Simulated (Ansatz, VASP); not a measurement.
## One calculation of Mg6CuB, two programs

```
Cu Mg B
1.0
     3.70908    0.00000    0.00000
     0.00000    4.04822    4.95554
     0.00000   -4.04822    4.95554
Cu Mg B
1 6 1
Direct
  0.00000 0.94805 0.94805
  0.50000 0.13733 0.13733
  0.50000 0.10156 0.66671
  0.50000 0.66671 0.10156
  0.00000 0.37039 0.37039
  0.00000 0.44736 0.80579
  0.00000 0.80579 0.44736
  0.50000 0.52280 0.52280
```

The cell comes from a database or a generator and needn't be the stable form of this composition.

Alike in both runs: task single point; functional PBE; k mesh 7 × 5 × 5; occupations gaussian, width 0.1 eV; no spin polarisation.

```csv
,VASP,Ansatz
version,VASP 6.6.1,Ansatz 0.2.0
potentials or method,"VASP PAW PBE potentials, release 54 (Cu, Mg, B)",Ansatz PAW
plane-wave cutoff (eV),520,420
valence electrons in the cell,26,82
```

```tsv
	VASP	Ansatz	Ansatz less VASP
gap on the k mesh at the Fermi level (eV)	none	none	-
pressure (GPa)	0.4	0.5	+0.11
largest component of the traceless stress (GPa)	0.24	0.23	-0.008
rms of the force components (eV/Å)	0.039	0.041	+0.0015
```

Atom by atom the forces differ by 0.005 eV/Å (rms over components). A gap of «none» marks a metal or a gap that the smearing closes. The functional is the same, so the differences come from potentials, cutoffs and numerics. The two sets of potentials don't hold the same shells in valence.
